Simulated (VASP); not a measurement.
Output of a VASP run:

### OSZICAR
```
       N       E                     dE             d eps       ncg     rms          rms(c)
DAV:   1     0.134545491906E+03    0.13455E+03   -0.90377E+03    36   0.901E+02
DAV:   2     0.225719767050E-01   -0.13452E+03   -0.13419E+03    40   0.339E+02
DAV:   3    -0.468625837876E+01   -0.47088E+01   -0.46917E+01    28   0.831E+01
DAV:   4    -0.477039244966E+01   -0.84134E-01   -0.81776E-01    40   0.111E+01
DAV:   5    -0.477169402748E+01   -0.13016E-02   -0.13016E-02    28   0.140E+00    0.551E-01
DAV:   6    -0.477609654627E+01   -0.44025E-02   -0.27688E-03    28   0.695E-01    0.374E-01
DAV:   7    -0.477970870672E+01   -0.36122E-02   -0.72467E-03    28   0.900E-01    0.319E-02
DAV:   8    -0.477968219975E+01    0.26507E-04   -0.33897E-04    28   0.342E-01    0.109E-02
DAV:   9    -0.477969239281E+01   -0.10193E-04   -0.65177E-06    28   0.311E-02    0.348E-03
DAV:  10    -0.477969447565E+01   -0.20828E-05   -0.13200E-06    20   0.145E-02    0.779E-04
DAV:  11    -0.477969432211E+01    0.15355E-06   -0.93661E-08    14   0.440E-03
   1 F= -.47796943E+01 E0= -.46290100E+01  d E =-.301369E+00
```

### OUTCAR
```
------------------------ aborting loop because EDIFF is reached ----------------------------------------
  FORCE on cell =-STRESS in cart. coord.  units (eV):
  Direction    XX          YY          ZZ          XY          YZ          ZX
  --------------------------------------------------------------------------------------
  Total        0.5044159      0.5044158     -3.8177832     -0.0000000     -0.0000000      0.0000000
  in kB        6.9685588      6.9685576    -52.7430759     -0.0000000     -0.0000000      0.0000000
  external PRESSURE =     -12.9353199 kB  Pullay stress =       0.0000000 kB
  volume of cell :      115.97
      direct lattice vectors                 reciprocal lattice vectors
     6.038410000  0.000000000  0.000000000     0.165606509  0.095612971  0.000000000
    -3.019205000  5.229416000  0.000000000     0.000000000  0.191225942  0.000000000
     0.000000000  0.000000000  3.672659000     0.000000000  0.000000000  0.272282289
 POSITION                                       TOTAL-FORCE (eV/Angst)
 -----------------------------------------------------------------------------------
      0.00000      0.00000      0.00000        -0.000000      0.000000      0.000000
     -0.00000      3.48628      1.83633        -0.000000      0.000000      0.000000
      3.01921      1.74314      1.83633         0.000000      0.000000      0.000000
 -----------------------------------------------------------------------------------
    total drift:                                0.000000      0.000000      0.000000
  FREE ENERGIE OF THE ION-ELECTRON SYSTEM (eV)
  ---------------------------------------------------
  free  energy   TOTEN  =        -4.7796943221 eV

  energy  without entropy=       -4.4783256817  energy(sigma->0) =       -4.62901000
```
(Selected blocks of OUTCAR.)

### POSCAR
```
Na
1
    6.0384100000     0.0000000000     0.0000000000
   -3.0192050000     5.2294160000     0.0000000000
    0.0000000000     0.0000000000     3.6726590000
Na
3
Direct
  0.0000000000   0.0000000000   0.0000000000
  0.3333330000   0.6666670000   0.5000000000
  0.6666670000   0.3333330000   0.5000000000
```

**Question.** Reconstruct the remaining input files.

**Answer.** Several could match; the one computed here: the input of the run itself, PBE GGA, plane waves, VASP's PBE PAW potentials (set 64).

**INCAR**
```
SYSTEM = Na
PREC = Accurate; ENCUT = 300; LREAL = .False.
LASPH = .True.
EDIFF = 1E-6; NELM = 100; ALGO = Normal
ISMEAR = -1; SIGMA = 0.1
GGA = PE
ISIF = 2
LWAVE = .False.; LCHARG = .False.
```

KPOINTS:
```
Automatic mesh
0
Gamma
1 1 1
0 0 0
```

POTCAR, in this order: Na_pv (PBE.64 set). Program: vasp_std.

At this cut-off the stress carries a Pulay error, which pulls relaxed volumes low.

The structure was generated: Na was put into an ordered model structure, which need not be its known phase. The cell was not relaxed at this level. The k-mesh is coarse (spacing up to 1.71 per Å, 2π included), so the numbers may not be converged in it. The run is one of a series of settings (KPOINTS 1×1×1 Γ-centred mesh against the base run), some of them coarse on purpose. VASP warned that the highest band is occupied, so more bands are needed.
